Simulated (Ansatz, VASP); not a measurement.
# GeH2 (Ge wire along [110], 2 atoms a period, H-terminated) in two plane-wave programs

One calculation is typed for both programs; each brings its own data sets. How far apart do they land? Of the first pair: The structure shown is the start of the Ansatz relaxation below; VASP solves that cell, so the two are compared at the walk's first step.

Program: Ansatz 0.2.0. Level of theory: plane waves, with VASP 6.6.1 beside it; single point at PBE. Results are calculated unless marked as measured.

### Step 1. The structure

The cell holds 6 atoms: 4 H and 2 Ge. Cell: a = 10.041 Å, b = 9.347 Å, c = 4.073 Å, α = 90.0°, β = 90.0°, γ = 90.0°. Vacuum lies along a and b. The structure's axis is c.

### Step 2. Ansatz: relaxation, PBE

Ansatz runs on its default PAW (the set named soft_2) files.

The two programs are compared at the cell with which this relaxation starts, whose forces are those of its first step.

input.yaml reads:

```yaml
crystal:
  lattice:
    - [10.041, 0.0, 0.0]
    - [0.0, 9.347, 0.0]
    - [0.0, 0.0, 4.0729350596]
  atoms:
    - { symbol: H, position: [0.338611692, 0.363753076, 0.0] }
    - { symbol: Ge, position: [0.428310569, 0.500025106, 0.0] }
    - { symbol: Ge, position: [0.571722579, 0.500025106, 0.5] }
    - { symbol: H, position: [0.661421456, 0.363753076, 0.5] }
    - { symbol: H, position: [0.661421456, 0.636297136, 0.5] }
    - { symbol: H, position: [0.338611692, 0.636297136, 0.0] }
kpoints:
  mp_grid: { grid: [1, 1, 20] }
scf:
  occupations: { method: fermi_dirac, width: 0.05 }
hamiltonian:
  xc: pbe
relax:
  cell: { fix: [a, b, alpha, beta, gamma] }
  max_steps: 60
```

Started as:

```console
$ ansatz run input.yaml --threads 4 --pin off --max-ram 16384MiB --backend cpu --events-out ev --progress --plain --runs-dir out
```

Numbers of over 12 decimals in the logs are rounded to 6 here.

Output:

```text
Engine: ansatz 0.2.0, aarch64-unknown-linux-gnu
Pseudopotentials: kind: paw
Pseudopotential: H, paw, valence charge 1, recommended cutoff 420 eV (normal), H.paw.azcp
Pseudopotential: Ge, paw, valence charge 14, recommended cutoff 420 eV (normal), Ge.paw.azcp
Functional definition: PBE
  parameter kappa = 0.804
  parameter beta = 0.066725
  exchange = pbe_x(kappa = kappa, mu = beta*pi^2/3)
  correlation = pbe_c(beta = beta)
Crystal: 6 atoms, lattice volume = 382.258 Å³
Basis set: ecut = 420 eV, 7451 PW (Γ), exchange–correlation on 144×128×60 points (8 copies of the dense FFT grid, shifted against one another)
Bands: 22, of which v1, the nominal top of the filled ones, is band 16 counted from 1 (15 counted from 0)
Symmetry: 8 space group operations
Space group: Pmma (ITA 51), of the structure as read, at distance tolerance 7.3e-5 Å
k-points: 11 of 20
Non-local potential: H, projectors of the file, l = 0: 2, l = 1: 1
Non-local potential: Ge, projectors of the file, l = 0: 2, l = 1: 2, l = 2: 3, l = 3: 1
PAW form: soft (Blöchl's): semilocal exchange-correlation on the pseudo side does not see the compensation charge
PAW one-centre angular grid: H, 110 points (default); XC on 64 Gauss nodes
PAW one-centre angular grid: Ge, 590 points (default); XC on 64 Gauss nodes
Initial density: superposition of atomic densities (neutral atoms: chi_scale 0, normalization atom), corrected by the library's trained network
Initial wavefunctions: pseudopotential atomic-orbital guess
Functional: x = pbe(κ = 0.804, μ = 0.219515), c = pbe(β = 0.066725)
SCF iter   1: F=—  HF=-8652.686973 eV  |F-HF|=—  |Δ(HF+E_count)|=         —  Δρ=6.57e-4  dr2=4.92e-3  ethr=1.77e-3  ⟨swp⟩=6.7  Hψ=1311  notcnv=0
preconditioner: auto → Resta (q_TF=auto, 1.804 Å⁻¹)  ε∞=1.5  [insulator: Δε(μ)=2.764 eV  Ē_g=9.305 eV  σ=0.050 eV  W_gap=1.00  n_scr=38 (ndim 8)  ℏωp=6.6 eV  f_vac=0.723  D(μ)=0.00/eV (n_scr^D=0)  ε∞_Penn≈1.5  vacuum switching on, ρ_ref=6.3e-3 e/Å³]
SCF iter   2: F=—  HF=-8652.688535 eV  |F-HF|=—  |Δ(HF+E_count)|=   1.56e-3  Δρ=4.01e-4  dr2=1.28e-3  ethr=1.54e-5  ⟨swp⟩=3.0  Hψ=556  notcnv=0  defer=13
SCF iter   3: F=—  HF=-8652.690681 eV  |F-HF|=—  |Δ(HF+E_count)|=   2.15e-3  Δρ=2.43e-4  dr2=1.87e-4  ethr=4.01e-6  ⟨swp⟩=2.0  Hψ=446  notcnv=0  defer=13
SCF iter   4: F=—  HF=-8652.690572 eV  |F-HF|=—  |Δ(HF+E_count)|=   1.08e-4  Δρ=6.47e-5  dr2=9.41e-6  ethr=5.85e-7  ⟨swp⟩=2.0  Hψ=428  notcnv=0  defer=13
SCF iter   5: F=—  HF=-8652.690650 eV  |F-HF|=—  |Δ(HF+E_count)|=   7.78e-5  Δρ=1.75e-5  dr2=5.77e-7  ethr=2.94e-8  ⟨swp⟩=2.0  Hψ=419  notcnv=0  defer=15
SCF iter   6: F=-8652.690650 eV  HF=-8652.690650 eV  |F-HF|=7.42e-10  |Δ(HF+E_count)|=   2.87e-7  Δρ=2.64e-6  dr2=3.50e-8  ethr=3.13e-10  ⟨swp⟩=4.5  Hψ=820  notcnv=0
SCF 1 converged in 6 iterations: F = -8652.690650 eV  dr2 = 3.50e-8
  greatest PAW one-centre occupation: 0.998 electrons in one spin orbital (limit 2), on the Ge atom at site 2 (counted from 0), in its partial waves of l = 2
relax step   1: F+E_penalty+E_count = -8652.69064989 eV  Δ(F+E_penalty+E_count) = +0.000e0 eV  max|allowed force component| = 4.926e-1 eV/Å  Δτ_max = 0.0000 Å  P = -0.478 GPa  Ω = 382.258 Å³  fix = [a, b, alpha, beta, gamma]  reactions: a -0.573, b -0.483 GPa  (6 SCF iters, dr2 threshold 1.00e-7 eV, accepted)
[...]
relax step   3: F+E_penalty+E_count = -8652.73370424 eV  Δ(F+E_penalty+E_count) = -1.360e-2 eV  max|allowed force component| = 2.639e-2 eV/Å  Δτ_max = 0.0359 Å  P = -0.050 GPa  Ω = 383.048 Å³  energy of the carried Pulay correction = -1.122e-4 eV  fix = [a, b, alpha, beta, gamma]  reactions: a -0.063, b +0.004 GPa  (5 SCF iters, dr2 threshold 6.00e-7 eV, accepted)
[...]
relax step   4: F+E_penalty+E_count = -8652.73448688 eV  Δ(F+E_penalty+E_count) = -7.826e-4 eV  max|allowed force component| = 9.409e-3 eV/Å  Δτ_max = 0.0083 Å  P = -0.026 GPa  Ω = 382.266 Å³  energy of the carried Pulay correction = -1.127e-6 eV  fix = [a, b, alpha, beta, gamma]  reactions: a -0.017, b -0.009 GPa  (5 SCF iters, dr2 threshold 4.35e-8 eV, accepted)
[...]
relax step   5: F+E_penalty+E_count = -8652.73475692 eV  Δ(F+E_penalty+E_count) = -2.700e-4 eV  max|allowed force component| = 1.918e-3 eV/Å  Δτ_max = 0.0012 Å  P = +0.000 GPa  Ω = 381.424 Å³  energy of the carried Pulay correction = +1.188e-4 eV  fix = [a, b, alpha, beta, gamma]  reactions: a -0.005, b +0.007 GPa  (5 SCF iters, dr2 threshold 6.88e-9 eV, accepted)
[...]
relax step   6: F+E_penalty+E_count = -8652.73466822 eV  Δ(F+E_penalty+E_count) = +8.869e-5 eV  max|allowed force component| = 1.896e-3 eV/Å  Δτ_max = 0.0000 Å  P = +0.001 GPa  Ω = 381.424 Å³  fix = [a, b, alpha, beta, gamma]  reactions: a -0.004, b +0.006 GPa  stress off target by 3.80e-4 GPa on what of the cell is left free  SCF on the basis re-selected at this cell (its energy is not comparable with the rows above)  (4 SCF iters)
basis re-selected at this cell: Δ(F+E_penalty+E_count) = +8.869e-5 eV, ΔP = +0.000 GPa vs the last step (what re-selecting the basis moved, of the pressure what is left beyond the Pulay correction that the steps carried, after the strain that the cell walked since its last selection, with what the two solves' SCF thresholds leave and, on support functions, any second-order correction that the steps lacked; it is no m [...]
SCF converged after 4 iterations
Free energy (F): -8652.734668 eV
Harris-Foulkes:  -8652.734668 eV  (|F-HF|=2.55e-11)
Internal energy: -8652.734668 eV  (E = F + TS)
E sigma→0 (E₀):  -8652.734668 eV
Fermi energy:    -2.495436 eV
--- Per-component energies (eV) ---
  E_band       = -636.381829
  E_kinetic    = 274.157426
  E_local      = -10617.213810  (includes V_loc(G=0)·N_el)
  E_nonlocal   = 846.145401
  E_hartree    = 4833.541924
  E_xc         = -184.904064
  E_vxc        = -172.640638  (∫ρ·V_xc dr)
  E_paw        = -4044.803875  (= ΣΔE_a)
  E_vpaw       = -633.909677  (= ΣTr[D̂ρ^β])
  E_aug_tail   = -0.004480  (compensation charges beyond the density's cutoff)
  E_ewald      = 240.346809
  E_smearing   = -0.000000  (= −TS)
  E_closure    = 0.000000  (closes the sum)
  Σ components = -8652.734668   (vs F -8652.734668, Δ=0.00e0)
--- Forces (eV/Å), atoms counted from 1 ---
  atom   1  H      0.00050452     0.00028985     0.00000000
  atom   2  Ge    -0.00189641     0.00000000     0.00000000
  atom   3  Ge     0.00189641     0.00000000     0.00000000
  atom   4  H     -0.00050452     0.00028985     0.00000000
  atom   5  H     -0.00050452    -0.00028985     0.00000000
  atom   6  H      0.00050452    -0.00028985     0.00000000
  max |Σ_I F_I| component: 3.25e-19 eV/Å
--- Stress (GPa, compression-positive) ---
       -0.004042       0.000000       0.000000
        0.000000       0.005859       0.000000
        0.000000       0.000000       0.000380
  P = ⅓ Tr σ = 0.0007 GPa (0.007 kbar)
--- Relaxed structure (5 steps of the walk, 5 accepted, 1 SCFs on fresh bases) ---
  F+E_penalty+E_count = -8652.73466822 eV   max|allowed force component| = 1.896e-3 eV/Å   (the final SCF, on the basis selected at the relaxed cell)
  cell:  # Å, volume = 381.4236 Å³
    - [10.041, 0.0, 0.0]
    - [0.0, 9.347, 0.0]
    - [0.0, 0.0, 4.064043]
  atoms:
    - { symbol: H, position: [0.341536, 0.367022, 0.0] }
    - { symbol: Ge, position: [0.432856, 0.500025106, 0.0] }
    - { symbol: Ge, position: [0.567177, 0.500025106, 0.5] }
    - { symbol: H, position: [0.658497, 0.367022, 0.5] }
    - { symbol: H, position: [0.658497, 0.633028, 0.5] }
    - { symbol: H, position: [0.341536, 0.633028, 0.0] }
```

### Step 3. VASP: single point, PBE, start cell, pair 1

The same cell, functional, mesh and smearing now go to VASP, with its own data sets.

Lines of VASP's logs that name or quote its potential files are left out, and so is its time.

INCAR reads:

```
SYSTEM = GeH2
PREC = Accurate
ENCUT = 410
EDIFF = 1E-06
NELM = 120
ISMEAR = -1
SIGMA = 0.05
LREAL = .FALSE.
ALGO = Normal
GGA = PE
NBANDS = 22
LORBIT = 11
LWAVE = .FALSE.
LCHARG = .FALSE.
ISIF = 2
LASPH = .TRUE.
GGA_COMPAT = .FALSE.
EFERMI = MIDGAP
KPAR = 2
```

POSCAR reads:

```
GeH2
1.0
   10.0410000000      0.0000000000      0.0000000000
    0.0000000000      9.3470000000      0.0000000000
    0.0000000000      0.0000000000      4.0729350000
H Ge
4 2
Direct
    0.3386116921      0.3637530759      0.0000000000
    0.6614214720      0.3637530759      0.5000001228
    0.6614214720      0.6362971007      0.5000001228
    0.3386116921      0.6362971007      0.0000000000
    0.4283105268      0.5000251418      0.0000000000
    0.5717225376      0.5000251418      0.5000001228
```

KPOINTS reads:

```
Automatic mesh
0
Gamma
1 1 20
0 0 0
```

Potentials, in the order of the species: H and Ge_d (PBE family, release 64).

Started as:

```console
$ mpirun -np 2 vasp_std
```

Output:

```text
[banner, memory and clock lines left out]
running    2 mpi-ranks, on    1 nodes
 distrk:  each k-point on    1 cores,    2 groups
 distr:  one band on    1 cores,    1 groups

 POSCAR found type information on POSCAR H Ge
 POSCAR found :  2 types and       6 ions
 LDA part: xc-table for (Slater+PW92), standard interpolation
 POSCAR, INCAR and KPOINTS ok, starting setup
 FFT: planning ... GRIDC
 FFT: planning ... GRID_SOFT
 FFT: planning ... GRID
 WAVECAR not read
 entering main loop
       N       E                     dE             d eps       ncg     rms          rms(c)
DAV:   1     0.168971342335E+03    0.16897E+03   -0.13892E+04   572   0.127E+03
DAV:   2    -0.336607450441E+01   -0.17234E+03   -0.16661E+03   670   0.267E+02
DAV:   3    -0.220168553515E+02   -0.18651E+02   -0.18596E+02   610   0.113E+02
DAV:   4    -0.228656523242E+02   -0.84880E+00   -0.84831E+00   626   0.279E+01
DAV:   5    -0.229100206691E+02   -0.44368E-01   -0.44368E-01   736   0.600E+00    0.652E+00
DAV:   6    -0.222011965432E+02    0.70882E+00   -0.34384E-01   644   0.448E+00    0.359E+00
DAV:   7    -0.218351254723E+02    0.36607E+00   -0.73732E-01   556   0.445E+00    0.521E-01
DAV:   8    -0.218161207929E+02    0.19005E-01   -0.79940E-02   614   0.316E+00    0.229E-01
DAV:   9    -0.218127076635E+02    0.34131E-02   -0.12933E-02   544   0.817E-01    0.147E-01
DAV:  10    -0.218145427158E+02   -0.18351E-02   -0.12250E-03   630   0.343E-01    0.638E-02
DAV:  11    -0.218146935048E+02   -0.15079E-03   -0.13146E-03   674   0.380E-01    0.592E-02
DAV:  12    -0.218156569222E+02   -0.96342E-03   -0.61636E-04   506   0.138E-01    0.243E-02
DAV:  13    -0.218157578177E+02   -0.10090E-03   -0.12326E-04   556   0.103E-01    0.169E-02
DAV:  14    -0.218163718635E+02   -0.61405E-03   -0.70232E-05   520   0.452E-02    0.502E-03
DAV:  15    -0.218167867327E+02   -0.41487E-03   -0.78469E-05   526   0.490E-02    0.634E-03
DAV:  16    -0.218168842099E+02   -0.97477E-04   -0.17612E-05   444   0.333E-02    0.305E-03
DAV:  17    -0.218169001232E+02   -0.15913E-04   -0.45091E-06   444   0.124E-02    0.104E-03
DAV:  18    -0.218169038159E+02   -0.36927E-05   -0.66516E-07   368   0.592E-03    0.520E-04
DAV:  19    -0.218169042465E+02   -0.43059E-06   -0.79526E-08   386   0.267E-03
   1 F= -.21816904E+02 E0= -.21816904E+02  d E =-.319174E-12
```

From OUTCAR (step 3):

```text
ion  position               nearest neighbor table
   1  0.339  0.364  0.000-   5 1.56
   2  0.661  0.364  0.500-   6 1.56
   3  0.661  0.636  0.500-   6 1.56
   4  0.339  0.636  0.000-   5 1.56
   5  0.428  0.500  0.000-   4 1.56   1 1.56   6 2.49   6 2.49
   6  0.572  0.500  0.500-   3 1.56   2 1.56   5 2.49   5 2.49

  LATTYP: Found a simple orthorhombic cell.
 ALAT       =     4.0729350000
 B/A-ratio  =     2.2949052710
 C/A-ratio  =     2.4652983659

 Subroutine GETGRP returns: Found  8 space group operations
 (whereof  2 operations were pure point group operations)

The static configuration has the point symmetry C_1h.
 The point group associated with its full space group is D_2h.

 Found     11 irreducible k-points:

   k-points           NKPTS =     11   k-points in BZ     NKDIM =     11   number of bands    NBANDS=     22

   dimension x,y,z NGX =    70 NGY =   64 NGZ =   28
   dimension x,y,z NGXF=   140 NGYF=  128 NGZF=   56

   ENCUT  =  410.0 eV  30.13 Ry    5.49 a.u.  16.58 15.43  6.72*2*pi/ulx,y,z

   NELECT =      32.0000    total number of electrons

 k-points in reciprocal lattice and weights: Automatic mesh
   0.00000000  0.00000000  0.00000000       0.050
   0.00000000  0.00000000  0.05000000       0.100
   0.00000000  0.00000000  0.10000000       0.100
   0.00000000  0.00000000  0.15000000       0.100
   0.00000000  0.00000000  0.20000000       0.100
   0.00000000  0.00000000  0.25000000       0.100
   0.00000000  0.00000000  0.30000000       0.100
   0.00000000  0.00000000  0.35000000       0.100
   0.00000000  0.00000000  0.40000000       0.100
   0.00000000  0.00000000  0.45000000       0.100
   0.00000000  0.00000000  0.50000000       0.050

 average (electrostatic) potential at core
       1 -39.9669       2 -39.9669       3 -39.9669       4 -39.9669       5 -82.0734
       6 -82.0735

 E-fermi :  -2.7332

 k-point     1 :       0.0000    0.0000    0.0000
  band No.  band energies     occupation
    ...
     12     -10.8486      2.00000
     13      -7.8228      2.00000
     14      -6.6834      2.00000
     15      -5.8340      2.00000
     16      -4.1122      2.00000
     17      -1.3541      0.00000
     18       0.0608      0.00000
     19       0.6484      0.00000
     20       0.7635      0.00000
     21       0.9265      0.00000
    ...

 k-point     2 :       0.0000    0.0000    0.0500
  band No.  band energies     occupation
    ...
     12     -10.8572      2.00000
     13      -7.8122      2.00000
     14      -6.6849      2.00000
     15      -5.8386      2.00000
     16      -4.2750      2.00000
     17      -1.1485      0.00000
     18       0.0652      0.00000
     19       0.6608      0.00000
     20       0.7903      0.00000
     21       0.9174      0.00000
    ...

 k-point     3 :       0.0000    0.0000    0.1000
  band No.  band energies     occupation
    ...
     12     -10.8846      2.00000
     13      -7.7807      2.00000
     14      -6.6897      2.00000
     15      -5.8537      2.00000
     16      -4.6528      2.00000
     17      -0.6547      0.00000
     18       0.0699      0.00000
     19       0.6968      0.00000
     20       0.8804      0.00000
     21       0.8865      0.00000
    ...

  Total       -1.7130780     -1.5317381     -1.2062020     -0.0000000      0.0000000      0.0000000
  in kB       -7.1801090     -6.4200501     -5.0556142     -0.0000000      0.0000000      0.0000000
  external PRESSURE =      -6.2185911 kB  Pullay stress =       0.0000000 kB

  energy-cutoff  :      410.00
  volume of cell :      382.26
      direct lattice vectors                 reciprocal lattice vectors
    10.041000000  0.000000000  0.000000000     0.099591674  0.000000000  0.000000000
     0.000000000  9.347000000  0.000000000     0.000000000  0.106986199  0.000000000
     0.000000000  0.000000000  4.072935000     0.000000000  0.000000000  0.245523192

 POSITION                                       TOTAL-FORCE (eV/Angst)
 -----------------------------------------------------------------------------------
      3.40000      3.40000      0.00000         0.112503      0.247377     -0.000000
      6.64133      3.40000      2.03647        -0.112503      0.247377      0.000000
      6.64133      5.94747      2.03647        -0.112503     -0.247377     -0.000000
      3.40000      5.94747      0.00000         0.112503     -0.247377     -0.000000
      4.30067      4.67374      0.00000         0.470480     -0.000000     -0.000000
      5.74067      4.67374      2.03647        -0.470480     -0.000000     -0.000000
 -----------------------------------------------------------------------------------
    total drift:                                0.000104      0.000013     -0.000336

  FREE ENERGIE OF THE ION-ELECTRON SYSTEM (eV)
  ---------------------------------------------------
  free  energy   TOTEN  =       -21.8169042465 eV

  energy  without entropy=      -21.8169042465  energy(sigma->0) =      -21.81690425

 total charge
# of ion       s       p       d       tot
------------------------------------------
    1        0.535   0.012   0.000   0.546
    2        0.535   0.012   0.000   0.546
    3        0.535   0.012   0.000   0.546
    4        0.535   0.012   0.000   0.546
    5        1.080   1.359  10.040  12.479
    6        1.080   1.359  10.040  12.479
--------------------------------------------------
tot          4.299   2.765  20.080  27.145

[... 3 further parts left out ...]
```

### Step 4. Side by side

Known differences besides the potentials themselves: the cutoff is 420 eV in Ansatz and 410 eV in VASP. Total energies have different zeros and are not compared.

Forces (eV/Å; atoms numbered as in POSCAR):

| atom | Ansatz x, y, z | VASP x, y, z |
| --- | --- | --- |
| H1 | 0.100, 0.230, 0.000 | 0.113, 0.247, 0.000 |
| H2 | -0.100, 0.230, 0.000 | -0.113, 0.247, 0.000 |
| H3 | -0.100, -0.230, 0.000 | -0.113, -0.247, 0.000 |
| H4 | 0.100, -0.230, 0.000 | 0.113, -0.247, 0.000 |
| Ge5 | 0.493, 0.000, 0.000 | 0.470, 0.000, 0.000 |
| Ge6 | -0.493, 0.000, 0.000 | -0.470, 0.000, 0.000 |

The forces differ by 13 meV/Å r.m.s., which is 6.2 % of the r.m.s. force of 0.203 eV/Å (both taken over all components).

[end of part 1 of 2]

[Lines on the potential files, build, host, timing and source positions are cut from VASP's logs without a mark.]

[Logs are printed without paths, hosts, clocks, repeated set-up lines and the standing remarks that a program may print on its own settings, such as how far it seeks lower states.]

[Hosts, paths, dates, database ids (printed as entryN), source tags and the programs' standing remarks are cut or masked in the printed files.]
